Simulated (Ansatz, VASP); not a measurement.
# Cross-check of TiTeSe between VASP and Ansatz

Wanted: the spread between two codes on one cell, functional and k mesh. The structure shown is the start of the Ansatz relaxation below; VASP solves that cell, so the two are compared at the walk's first step.

Calculated with Ansatz 0.2.0; plane waves, with VASP 6.6.1 beside it; single point at PBEsol.

## (1) The starting structure

The cell holds 3 atoms: 1 Ti, 1 Se and 1 Te. Its edges and angles: a = 3.463 Å, b = 3.463 Å, c = 30.000 Å, α = 90.0°, β = 90.0°, γ = 120.0°. Vacuum lies along c.

## (2) Ansatz: relaxation, PBEsol

Ansatz runs on its PAW soft_1 files.

The two programs are compared at the cell with which this relaxation starts, whose forces are those of its first step.

File input.yaml:

```yaml
crystal:
  lattice:
    - [3.4629272688, 0.0, 0.0]
    - [-1.7314636344, 2.9989829863, 0.0]
    - [0.0, 0.0, 30.0]
  atoms:
    - { symbol: Ti, position: [0.0, 0.0, 0.3368220759] }
    - { symbol: Se, position: [0.3333333333, 0.6666666667, 0.3857364728] }
    - { symbol: Te, position: [0.6666666667, 0.3333333333, 0.274108118] }
  periodic: [true, true, false]
kpoints:
  mp_grid: { grid: [15, 15, 1] }
hamiltonian:
  xc: pbesol
  pseudopotentials: { kind: paw, azcp: { folder: soft_1 }, xc_functional: pbe }
scf:
  occupations: { method: methfessel_paxton, width: 0.2 }
output:
  forces: true
  stress: true
  eigenvalues: true
relax:
  adjacent_minimum: "off"
  f_tol: 0.001
  max_steps: 60
```

Run with:

```
ansatz run input.yaml --threads 4 --pin off --max-ram 16384MiB --backend cpu --events-out ev --progress --plain --runs-dir out
```

Numbers of over 12 decimals in the logs are rounded to 6 here.

What it wrote:

```text
Warning: output.stress: scf.convergence.dr2_threshold = 1e-9 eV (the default of a walk held to its f_tol) is looser than the 3e-10 eV advised for a printed stress (1e-10 eV for each atom of the cell: 3). What an SCF threshold leaves in a stress goes as its square root, and in the free energy as the threshold itself, and one threshold admits the most on a small cell: [figures from the program's tests cut] Every solve  [...]
Engine: ansatz 0.2.0, aarch64-unknown-linux-gnu
Pseudopotentials: kind: paw
Pseudopotential: Ti, paw, valence charge 12, recommended cutoff 420 eV (normal), soft_1/Ti.paw.azcp
Pseudopotential: Se, paw, valence charge 16, recommended cutoff 420 eV (normal), soft_1/Se.paw.azcp
Pseudopotential: Te, paw, valence charge 16, recommended cutoff 420 eV (normal), soft_1/Te.paw.azcp
Functional definition: PBEsol
  exchange = pbesol_x
  correlation = pbesol_c
Crystal: 3 atoms, lattice volume = 311.558 Å³
Basis set: ecut = 420 eV, 6071 PW (Γ), exchange–correlation on 48×48×432 points (8 copies of the dense FFT grid, shifted against one another)
Bands: 27, of which v1, the nominal top of the filled ones, is band 22 counted from 1 (21 counted from 0)
Symmetry: 6 space group operations
Space group: P3m1 (ITA 156), of the structure as read, at distance tolerance 6.8e-5 Å
k-points: 27 of 225 (time reversal used)
Non-local potential: Ti, projectors of the file, l = 0: 3, l = 1: 2, l = 2: 3, l = 3: 1
Non-local potential: Se, projectors of the file, l = 0: 2, l = 1: 2, l = 2: 3, l = 3: 1
Non-local potential: Te, projectors of the file, l = 0: 2, l = 1: 2, l = 2: 2, l = 3: 1
PAW form: soft (Blöchl's): semilocal exchange-correlation on the pseudo side does not see the compensation charge
PAW frozen core: Ti, regenerated for the run's functional, and the local potential with it (the file was generated under x = pbe(κ = 0.804, μ = 0.219515), c = pbe(β = 0.066725))
PAW frozen core: Se, regenerated for the run's functional, and the local potential with it (the file was generated under x = pbe(κ = 0.804, μ = 0.219515), c = pbe(β = 0.066725))
PAW frozen core: Te, regenerated for the run's functional, and the local potential with it (the file was generated under x = pbe(κ = 0.804, μ = 0.219515), c = pbe(β = 0.066725))
PAW one-centre angular grid: Ti, 590 points (default); XC on 64 Gauss nodes
PAW one-centre angular grid: Se, 590 points (default); XC on 64 Gauss nodes
PAW one-centre angular grid: Te, 590 points (default); XC on 64 Gauss nodes
Initial density: superposition of atomic densities (neutral atoms: chi_scale 0, normalization atom)
Initial wavefunctions: pseudopotential atomic-orbital guess
Functional: x = pbesol(κ = 0.804, μ = 0.123457), c = pbesol(β = 0.046)
SCF iter   1: F=—  HF=-14803.009058 eV  |F-HF|=—  |Δ(HF+E_count)|=         —  Δρ=1.59e-2  dr2=3.36e0  ethr=3.10e-3  ⟨swp⟩=13.7  Hψ=5185  notcnv=0
preconditioner: auto → LDOS  [metal: Δε(μ)=0.050 eV  Ē_g=7.258 eV  σ=0.200 eV  W_gap=0.21  n_scr=18 (ndim 8)  ℏωp=8.4 eV  f_vac=0.749  D(μ)=1.07/eV (n_scr^D=6)  β→1.0]
SCF iter   2: F=—  HF=-14804.073230 eV  |F-HF|=—  |Δ(HF+E_count)|=    1.06e0  S|Δr|=    0.00e0  Δρ=2.14e-2  dr2=1.43e1  ethr=3.10e-3  ⟨swp⟩=5.6  Hψ=2359  notcnv=0  defer=2  recentre
SCF iter   3: F=—  HF=-14802.441354 eV  |F-HF|=—  |Δ(HF+E_count)|=    1.63e0  S|Δr|=    0.00e0  Δρ=5.30e-3  dr2=3.04e-1  ethr=3.10e-3  ⟨swp⟩=5.1  Hψ=2366  notcnv=0
SCF iter   4: F=—  HF=-14802.393197 eV  |F-HF|=—  |Δ(HF+E_count)|=   4.82e-2  S|Δr|=    0.00e0  Δρ=1.59e-3  dr2=1.75e-2  ethr=6.90e-4  ⟨swp⟩=3.0  Hψ=1260  notcnv=0
SCF iter   5: F=—  HF=-14802.390281 eV  |F-HF|=—  |Δ(HF+E_count)|=   2.92e-3  S|Δr|=    0.00e0  Δρ=3.69e-4  dr2=7.67e-4  ethr=3.98e-5  ⟨swp⟩=3.1  Hψ=1208  notcnv=0
SCF iter   6: F=—  HF=-14802.390301 eV  |F-HF|=—  |Δ(HF+E_count)|=   2.03e-5  S|Δr|=    0.00e0  Δρ=9.40e-5  dr2=3.42e-5  ethr=1.74e-6  ⟨swp⟩=3.7  Hψ=1526  notcnv=0
[...]
Initial wavefunctions: those handed on with the density
iter 1 solved again at ethr=3.65e-5 eV; its pass at ethr=3.10e-3 eV (dr2=1.60e-2 eV) is discarded
SCF iter   1: F=—  HF=-14802.392005 eV  |F-HF|=—  |Δ(HF+E_count)|=         —  Δρ=1.36e-3  dr2=1.53e-2  ethr=3.65e-5  ⟨swp⟩=2.7  Hψ=2433  notcnv=0
preconditioner: auto → LDOS  [insulator: Δε(μ)=0.179 eV  Ē_g=7.063 eV  σ=0.200 eV  W_gap=0.62  n_scr=18 (ndim 8)  ℏωp=8.4 eV  f_vac=0.755  D(μ)=1.32/eV (n_scr^D=8)  ε∞_Penn≈2.4  β→1.0]
SCF iter   2: F=—  HF=-14802.391439 eV  |F-HF|=—  |Δ(HF+E_count)|=   5.66e-4  S|Δr|=    0.00e0  Δρ=1.12e-3  dr2=1.27e-2  ethr=3.48e-5  ⟨swp⟩=3.0  Hψ=1162  notcnv=0
SCF iter   3: F=—  HF=-14802.390426 eV  |F-HF|=—  |Δ(HF+E_count)|=   1.01e-3  S|Δr|=    0.00e0  Δρ=2.35e-4  dr2=9.56e-4  ethr=2.89e-5  ⟨swp⟩=2.3  Hψ=964  notcnv=0
SCF iter   4: F=—  HF=-14802.390315 eV  |F-HF|=—  |Δ(HF+E_count)|=   1.11e-4  S|Δr|=    0.00e0  Δρ=6.48e-5  dr2=5.52e-5  ethr=2.17e-6  ⟨swp⟩=3.3  Hψ=1139  notcnv=0
iter 5 did not close the SCF: its close was put off until two iterations running show no level that it waits for move by more than its bar (scf_convergence_deferred on its scf_iter line)
SCF iter   5: F=-14802.390308 eV  HF=-14802.390306 eV  |F-HF|=2.04e-6  |Δ(HF+E_count)|=   9.30e-6  S|Δr|=    0.00e0  Δρ=1.90e-5  dr2=1.37e-6  ethr=5.52e-9  ⟨swp⟩=12.4  Hψ=5479  notcnv=0
SCF iter   6: F=-14802.390309 eV  HF=-14802.390308 eV  |F-HF|=4.23e-7  |Δ(HF+E_count)|=   2.34e-6  S|Δr|=    0.00e0  Δρ=4.92e-6  dr2=7.92e-8  ethr=3.11e-9  ⟨swp⟩=3.5  Hψ=2937  notcnv=0
SCF 2 converged in 6 iterations: F = -14802.390309 eV  dr2 = 7.92e-8
relax step   2: F+E_penalty+E_count = -14802.39030869 eV  Δ(F+E_penalty+E_count) = +7.163e-5 eV  max|allowed force component| = 2.184e-1 eV/Å  Δτ_max = 0.0344 Å  (6 SCF iters, dr2 threshold 2.43e-6 eV, rejected (line search))
[...]
relax step   3: F+E_penalty+E_count = -14802.39326273 eV  Δ(F+E_penalty+E_count) = -2.882e-3 eV  max|allowed force component| = 2.753e-2 eV/Å  Δτ_max = 0.0168 Å  (8 SCF iters, dr2 threshold 1.00e-7 eV, accepted)
[...]
relax step   4: F+E_penalty+E_count = -14802.39328642 eV  Δ(F+E_penalty+E_count) = -2.369e-5 eV  max|allowed force component| = 5.079e-3 eV/Å  Δτ_max = 0.0009 Å  (4 SCF iters, dr2 threshold 4.74e-8 eV, accepted)
[...]
relax step   5: F+E_penalty+E_count = -14802.39328725 eV  Δ(F+E_penalty+E_count) = -8.293e-7 eV  max|allowed force component| = 2.243e-5 eV/Å  Δτ_max = 0.0002 Å  (4 SCF iters, accepted)
SCF converged after 4 iterations
Stability not checked: this state was not tested for a lower state beside it, because cold or Methfessel-Paxton smearing, or corrected tetrahedra, fill the levels in a way that the test cannot read (fill_not_monotonic; see scf.lower_state_search)
Free energy (F): -14802.393287 eV
Harris-Foulkes:  -14802.393287 eV  (|F-HF|=4.21e-9)
Internal energy: -14802.395593 eV  (E = F + TS)
E sigma→0 (E₀):  -14802.393864 eV
Entropy (-TS):   0.002306 eV (0.769 meV/atom)
Fermi energy:    -4.759037 eV
--- Per-component energies (eV) ---
  E_band       = -1448.618839
  E_kinetic    = 566.176177
  E_local      = -101879.952840  (includes V_loc(G=0)·N_el)
  E_nonlocal   = -222.317173
  E_hartree    = 50592.591104
  E_xc         = -322.680072
  E_vxc        = -338.939599  (∫ρ·V_xc dr)
  E_paw        = -7697.096871  (= ΣΔE_a)
  E_vpaw       = -758.770360  (= ΣTr[D̂ρ^β])
  E_aug_tail   = -0.000352  (compensation charges beyond the density's cutoff)
  E_ewald      = 44159.361786
  E_core_change = 1.522648  (= ΣΔE_core)
  E_smearing   = 0.002306  (= −TS)
  E_closure    = -0.000000  (closes the sum)
  Σ components = -14802.393287   (vs F -14802.393287, Δ=0.00e0)
--- Forces (eV/Å), atoms counted from 1 ---
  atom   1  Ti     0.00000000    -0.00000000    -0.00000165
  atom   2  Se     0.00000000    -0.00000000    -0.00002504
  atom   3  Te     0.00000000     0.00000000     0.00001886
  max |Σ_I F_I| component: 7.82e-6 eV/Å
--- 2D stress c σ (N/m, compression-positive) ---
        2.361619      -0.000000       0.000000
       -0.000000       2.361619       0.000000
        0.000000       0.000000       0.000000
  P = ½ c Tr σ = 2.3616 N/m
--- Band table (eV; the first three rows and the last of 27) ---
  k-point 0: bands = [... 18 lower, -6.6932, -6.6932, -4.2578, -4.2578, -4.2023, -3.3053, -3.3053, -0.9510, ... 1 higher]
  k-point 1: bands = [... 18 lower, -6.6880, -6.5539, -4.5590, -4.4042, -4.2312, -3.3521, -3.2028, -1.3291, ... 1 higher]
  k-point 2: bands = [... 18 lower, -6.6828, -6.4251, -5.3972, -4.6876, -4.2953, -3.3888, -3.0551, -1.9407, ... 1 higher]
  k-point 26: bands = [... 18 lower, -9.0979, -8.0403, -7.3034, -7.0654, -3.6555, -3.4114, -3.4003, -2.0404, ... 1 higher]
--- Relaxed structure (5 steps of the walk, 4 accepted, 0 SCFs on fresh bases) ---
  F+E_penalty+E_count = -14802.39328725 eV   max|allowed force component| = 2.243e-5 eV/Å
  cell:  # Å, volume = 311.5578 Å³
    - [3.462927, 0.0, 0.0]
    - [-1.731464, 2.998983, 0.0]
    - [0.0, 0.0, 30.0]
  atoms:
    - { symbol: Ti, position: [0, 0, 0.336763] }
    - { symbol: Se, position: [0.333333, 0.666667, 0.386323] }
    - { symbol: Te, position: [0.666667, 0.333333, 0.273581] }
```

Reading the cycles: dr2 is the Hartree energy of the density residual (eV), the measure of convergence; HF is the Harris–Foulkes estimate of the energy, which meets the free energy F at convergence.

## (3) VASP: single point, PBEsol, start cell, pair 1

The same cell, functional, mesh and smearing now go to VASP, with its own data sets.

Lines of VASP's logs that name or quote its potential files are left out, and so is its time.

File INCAR:

```
SYSTEM = TiTeSe
PREC = Accurate
ENCUT = 400
EDIFF = 1E-06
NELM = 120
ISMEAR = 1
SIGMA = 0.2
LREAL = .FALSE.
ALGO = Normal
GGA = PS
NBANDS = 18
LASPH = .TRUE.
LORBIT = 11
LWAVE = .FALSE.
LCHARG = .FALSE.
ISIF = 2
LDIPOL = .TRUE.
IDIPOL = 3
DIPOL = 0.5 0.5 0.332
LVHAR = .TRUE.
GGA_COMPAT = .FALSE.
NELMDL = -8
KPAR = 2
```

File POSCAR:

```
TiTeSe
1.0
    3.4629272688      0.0000000000      0.0000000000
   -1.7314636344      2.9989829863      0.0000000000
    0.0000000000      0.0000000000     30.0000000000
Ti Se Te
1 1 1
Direct
    0.0000000000      0.0000000000      0.3368220667
    0.3333333333      0.6666666667      0.3857364667
    0.6666666667      0.3333333333      0.2741081333
```

File KPOINTS:

```
Automatic mesh
0
Gamma
15 15 1
0 0 0
```

Potentials, in the order of the species: Ti_sv, Se and Te (PBE family, release 64).

Run with:

```
mpirun -np 2 vasp_std
```

What it wrote:

```text
[banner, memory and clock lines left out]
running    2 mpi-ranks, on    1 nodes
 distrk:  each k-point on    1 cores,    2 groups
 distr:  one band on    1 cores,    1 groups

 POSCAR found type information on POSCAR TiSeTe
 POSCAR found :  3 types and       3 ions
|                                                                             |
|               ----> ADVICE to this user running VASP <----                  |
|                                                                             |
|     You enforced a specific xc type in the INCAR file but a different       |
|     [... a line on the potential file left out ...]
|     I HOPE YOU KNOW WHAT YOU ARE DOING!                                     |
|                                                                             |

 LDA part: xc-table for (Slater+PW92), standard interpolation
 POSCAR, INCAR and KPOINTS ok, starting setup
 FFT: planning ... GRIDC
 FFT: planning ... GRID_SOFT
 FFT: planning ... GRID
 WAVECAR not read
 entering main loop
       N       E                     dE             d eps       ncg     rms          rms(c)
DAV:   1     0.150986643181E+03    0.15099E+03   -0.95788E+03  1188   0.826E+02
DAV:   2    -0.375442161964E+00   -0.15136E+03   -0.14794E+03  1330   0.225E+02
DAV:   3    -0.195868211576E+02   -0.19211E+02   -0.19123E+02  1726   0.736E+01
DAV:   4    -0.205241389356E+02   -0.93732E+00   -0.93379E+00  1342   0.157E+01
DAV:   5    -0.205970552480E+02   -0.72916E-01   -0.72893E-01  1530   0.366E+00
DAV:   6    -0.205976679542E+02   -0.61271E-03   -0.61265E-03  1384   0.426E-01
DAV:   7    -0.205976899742E+02   -0.22020E-04   -0.22019E-04  1544   0.657E-02
DAV:   8    -0.205976901239E+02   -0.14972E-06   -0.14971E-06  1376   0.647E-03    0.134E+01
DAV:   9    -0.196909121433E+02    0.90678E+00   -0.25689E+01  1166   0.389E+01    0.100E+01
DAV:  10    -0.188796855024E+02    0.81123E+00   -0.21799E+01  1324   0.323E+01    0.584E+00
DAV:  11    -0.183976169228E+02    0.48207E+00   -0.19997E+00  1156   0.108E+01    0.198E+00
DAV:  12    -0.183867380256E+02    0.10879E-01   -0.35543E-01  1346   0.408E+00    0.111E+00
DAV:  13    -0.183747224289E+02    0.12016E-01   -0.89361E-02  1176   0.251E+00    0.457E-01
DAV:  14    -0.183734583251E+02    0.12641E-02   -0.49195E-03  1192   0.578E-01    0.205E-01
[...]
DAV:  22    -0.183743146790E+02   -0.45856E-04   -0.38560E-06  1128   0.990E-03    0.950E-03
DAV:  23    -0.183743440282E+02   -0.29349E-04   -0.11621E-06  1074   0.615E-03    0.400E-03
DAV:  24    -0.183743554686E+02   -0.11440E-04   -0.57204E-07   954   0.464E-03    0.114E-03
DAV:  25    -0.183743665070E+02   -0.11038E-04   -0.30913E-07   930   0.250E-03    0.123E-03
DAV:  26    -0.183743734187E+02   -0.69117E-05   -0.23037E-07   916   0.229E-03    0.738E-04
DAV:  27    -0.183743763087E+02   -0.28900E-05   -0.71892E-08   856   0.114E-03    0.442E-04
DAV:  28    -0.183743776703E+02   -0.13616E-05   -0.16625E-08   736   0.514E-04    0.310E-04
DAV:  29    -0.183743784999E+02   -0.82960E-06   -0.23727E-08   796   0.862E-04
   1 F= -.18374378E+02 E0= -.18375091E+02  d E =0.213743E-02
```

OUTCAR, selected parts (step 3):

```text
ion  position               nearest neighbor table
   1  0.000  0.000  0.337-   2 2.48   2 2.48   2 2.48   3 2.75   3 2.75   3 2.75
   2  0.333  0.667  0.386-   1 2.48   1 2.48   1 2.48
   3  0.667  0.333  0.274-   1 2.75   1 2.75   1 2.75

  LATTYP: Found a hexagonal cell.
 ALAT       =     3.4629272688
 C/A-ratio  =     8.6631908993

 Subroutine GETGRP returns: Found  6 space group operations
 (whereof  6 operations were pure point group operations)

The static configuration has the point symmetry C_3v.

 Found     27 irreducible k-points:

   k-points           NKPTS =     27   k-points in BZ     NKDIM =     27   number of bands    NBANDS=     18

   dimension x,y,z NGX =    24 NGY =   24 NGZ =  196
   dimension x,y,z NGXF=    48 NGYF=   48 NGZF=  392

   ENCUT  =  400.0 eV  29.40 Ry    5.42 a.u.   5.65  5.65 48.92*2*pi/ulx,y,z

   NELECT =      24.0000    total number of electrons

 k-points in reciprocal lattice and weights: Automatic mesh
   0.00000000  0.00000000  0.00000000       0.004
   0.06666667  0.00000000  0.00000000       0.027
   0.13333333 -0.00000000  0.00000000       0.027
   0.20000000  0.00000000  0.00000000       0.027
   0.26666667 -0.00000000  0.00000000       0.027
   0.33333333  0.00000000  0.00000000       0.027
   0.40000000  0.00000000  0.00000000       0.027
   0.46666667 -0.00000000  0.00000000       0.027
   0.06666667  0.06666667  0.00000000       0.027
[...]
0.33333333  0.26666667  0.00000000       0.053
   0.33333333  0.33333333  0.00000000       0.009

 dipolmoment           0.000000      0.000000      0.016380 electrons x Angstroem

 average (electrostatic) potential at core
       1 -83.4085       2 -60.3229       3 -96.3536

 E-fermi :  -2.2696

 k-point     1 :       0.0000    0.0000    0.0000
  band No.  band energies     occupation
    ...
      6     -14.7190      2.00000
      7      -7.3095      2.00000
      8      -4.5219      2.00000
      9      -4.2769      2.00000
     10      -4.2769      2.00000
     11      -1.7848     -0.00323
     12      -1.7848     -0.00323
     13      -1.6710     -0.00019
     14      -0.8129     -0.00000
     15      -0.8129     -0.00000
    ...

 k-point     2 :       0.0667    0.0000    0.0000
  band No.  band energies     occupation
    ...
      6     -14.6687      2.00000
      7      -7.2422      2.00000
      8      -4.7978      2.00000
      9      -4.2710      2.00000
     10      -4.0856      2.00000
     11      -2.0783     -0.04006
     12      -1.9325     -0.03838
     13      -1.7164     -0.00065
     14      -0.8498     -0.00000
     15      -0.7082     -0.00000
    ...

 k-point     3 :       0.1333   -0.0000    0.0000
  band No.  band energies     occupation
    ...
      8      -5.2254      2.00000
      9      -4.2632      2.00000
     10      -3.9251      2.00000
     11      -2.9178      2.00005
     12      -2.2191      0.58740
     13      -1.7882     -0.00347
     14      -0.8751     -0.00000
     15      -0.5560     -0.00000
     16       0.5938     -0.00000
     17       1.3264     -0.00000
    ...

  Total        1.8041159      1.8041159      0.5757294      0.0000000      0.0000000     -0.0000000
  in kB        9.2776158      9.2776158      2.9606725      0.0000000      0.0000000     -0.0000000
  external PRESSURE =       7.1719680 kB  Pullay stress =       0.0000000 kB

  energy-cutoff  :      400.00
  volume of cell :      311.56
      direct lattice vectors                 reciprocal lattice vectors
     3.462927269  0.000000000  0.000000000     0.288773030  0.166723187  0.000000000
    -1.731463634  2.998982986  0.000000000     0.000000000  0.333446373  0.000000000
     0.000000000  0.000000000 30.000000000     0.000000000  0.000000000  0.033333333

 POSITION                                       TOTAL-FORCE (eV/Angst)
 -----------------------------------------------------------------------------------
      0.00000      0.00000     10.10466         0.000000      0.000000     -0.061650
     -0.00000      1.99932     11.57209        -0.000000      0.000000      0.232815
      1.73146      0.99966      8.22324         0.000000     -0.000000     -0.171165
 -----------------------------------------------------------------------------------
    total drift:                                0.000000      0.000000      0.000236

  FREE ENERGIE OF THE ION-ELECTRON SYSTEM (eV)
  ---------------------------------------------------
  free  energy   TOTEN  =       -18.3743784999 eV

  energy  without entropy=      -18.3765159251  energy(sigma->0) =      -18.37509097

 vacuum level on the upper side and lower side of the slab         2.641         2.355

 total charge
# of ion       s       p       d       tot
------------------------------------------
    1        2.183   6.163   1.935  10.281
    2        1.472   2.389   0.041   3.902
    3        1.394   1.986   0.048   3.429
--------------------------------------------------
tot          5.050  10.538   2.024  17.612

[... 3 further parts left out ...]
```

The run ends at a pressure of 0.72 GPa, with forces up to 0.23 eV/Å.

## (4) Side by side

Known differences besides the potentials themselves: Ansatz cuts the interaction across the vacuum, VASP repeats the sheet with a dipole correction; the data sets hold 44 valence electrons in Ansatz (on its PAW soft_1 files) and 24 in VASP; the cutoff is 420 eV in Ansatz and 400 eV in VASP; Ansatz makes its cores anew for this functional, VASP keeps those of its PBE data sets. Total energies have different zeros and are not compared.

Forces (eV/Å; atoms numbered as in POSCAR):

```
atom        Ansatz x, y, z          VASP x, y, z
 Ti1  0.000, 0.000, -0.053  0.000, 0.000, -0.062
 Se2   0.000, 0.000, 0.197   0.000, 0.000, 0.233
 Te3  0.000, 0.000, -0.144  0.000, 0.000, -0.171
```

The forces differ by 15 meV/Å r.m.s., which is 15.4 % of the r.m.s. force of 0.098 eV/Å (both taken over all components). With vacuum in the cell, a pressure given here is an average over mostly empty space and none of the material.

## (5) Further runs

Further runs change the set-up of one program: Ansatz's method, potentials or start, or VASP's data sets, cutoff or form of LDA. The table gives that difference for each run.

```
                                                                  run  r.m.s. force difference (meV/Å)
                                                             as above                               15
VASP with the data sets Ti_sv, Se and Te_sv_GW and a cutoff of 520 eV                               12
```

(Part 1 of 2 ends here.)

[Lines on the potential files, build, host, timing and source positions are cut from VASP's logs without a mark.]

[Logs are printed without paths, hosts, clocks, repeated set-up lines and the standing remarks that a program may print on its own settings, such as how far it seeks lower states.]

[Hosts, paths, dates, database ids (printed as entryN), source tags and the programs' standing remarks are cut or masked in the printed files.]

[Rows of further runs with another cutoff or data set may stand on the cell that Ansatz relaxed, not on the start cell of the pair above them.]
